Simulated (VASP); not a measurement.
Given:

```yaml
crystal:
  lattice:
    - [3.55000, 0.00000, 0.00000]
    - [0.00000, 3.55000, 0.00000]
    - [0.00000, 0.00000, 3.55000]
  atoms:
    - { symbol: Fe, position: [0.00000, 0.00000, 0.00000], spin: 3.0 }
    - { symbol: Ni, position: [0.00000, 0.50000, 0.50000], spin: 0.7 }
    - { symbol: Ni, position: [0.50000, 0.00000, 0.50000], spin: 0.7 }
    - { symbol: Ni, position: [0.50000, 0.50000, 0.00000], spin: 0.7 }
```

These are PBE GGA, VASP's PBE PAW potentials (set 64) (plane waves; VASP) values and carry that method's errors. Settings: 400 eV cut-off, 7×7×7 Γ-centred mesh, first-order Methfessel-Paxton smearing of 0.10 eV, potentials Fe Ni.

What does the run give for the cell moment, energy per atom (σ→0), pressure, band gap (on the k-mesh) with the smallest direct gap where there is one?

band gap (on the k-mesh): none (metal, semimetal or under 0.01 eV)
cell moment: 4.95 μB
energy per atom (σ→0): -6.249 eV/atom
pressure: -1.20 GPa

Give the moment on each site (PAW-sphere projection).

```tsv
site	moment (μB)
Fe1	2.94
Ni2	0.68
Ni3	0.68
Ni4	0.68
```

The compound is Ni3Fe in the L1_2 structure. The cell was not relaxed at this level.
